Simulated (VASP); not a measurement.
Level of theory: SCAN meta-GGA, VASP's PBE PAW potentials (set 64) (plane waves; VASP 6.6.1). For the first row: Run with 520 eV cut-off, 10×10×5 Γ-centred mesh, Gaussian smearing of 0.050 eV, potentials Ga_d N.

```csv
system,energy (eV/atom)
GaN (wurtzite),-13.4483
Ga atom,-13.3947
N atom,-4.6240
```

Atoms are spin-polarised in a large box without symmetry, with the spin fixed by Hund's rule, and may not be in the lowest state of each functional; no zero-point energy is added.

Q: What is the cohesive energy per atom of GaN?

A: The references average (2×(-13.3947) + 2×(-4.6240))/4 = -9.0093 eV, so the cohesive energy is -9.0093 − (-13.4483) = 4.439 eV/atom. Measured: 4.529 eV/atom (as given by Agostino Zoroddu et al., Physical review. B, Condensed matter (2001), arXiv:cond-mat/0011434).
